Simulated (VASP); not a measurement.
Computed with LDA (Ceperley-Alder, Perdew-Zunger), VASP's LDA PAW potentials (set 64) (plane waves; VASP).

The input files of a VASP run:

POSCAR:
```
RuAl
1
    2.8194221365     0.0000000000    -0.0000000000
    0.0000000000     2.8194221365     0.0000000000
    0.0000000000     0.0000000000     2.8194221365
Al Ru
1 1
Direct
  0.5000000000   0.5000000000   0.5000000000
  0.0000000000   0.0000000000   0.0000000000
```

### INCAR
```
LWAVE = .FALSE.
SYSTEM = RuAl
NSW = 40   ! most ionic steps
ENCUT = 500   ! plane-wave cut-off (eV)
ISMEAR = 1   ! Methfessel-Paxton
EDIFFG = -0.02   ! ionic stop
LREAL = .FALSE.   ! projection in real space or not
PSTRESS = 450   ! kbar
EDIFF = 1E-6
LMAXMIX = 4   ! l cut-off of mixed one-centre charges
IBRION = 2   ! conjugate gradients
PREC = Accurate
NELM = 100   ! most electronic steps
LASPH = .TRUE.   ! aspherical one-centre terms
SIGMA = 0.1   ! width (eV)
ALGO = Normal   ! blocked Davidson
LCHARG = .FALSE.
ISIF = 3   ! ions, shape and volume
```

File KPOINTS:
```
Automatic mesh
0
Gamma
13 13 13
0 0 0
```

POTCAR, in this order: Al Ru_pv (LDA.64 set). Program: vasp_std.

What will the output report for the number of irreducible k-points (NKPTS), largest plane-wave count, number of space-group operations, FFT grid (NGX, NGY, NGZ)?

```json
{
  "number of irreducible k-points (NKPTS)": "84",
  "largest_plane_wave_count": "587",
  "number_of_space_group_operations": "48",
  "FFT grid (NGX, NGY, NGZ)": "24 × 24 × 24"
}
```

The compound is RuAl in the CsCl type structure. It was relaxed first under an external pressure of 45 GPa. The electron count is odd and the run is not spin-polarised, which forces a metal.
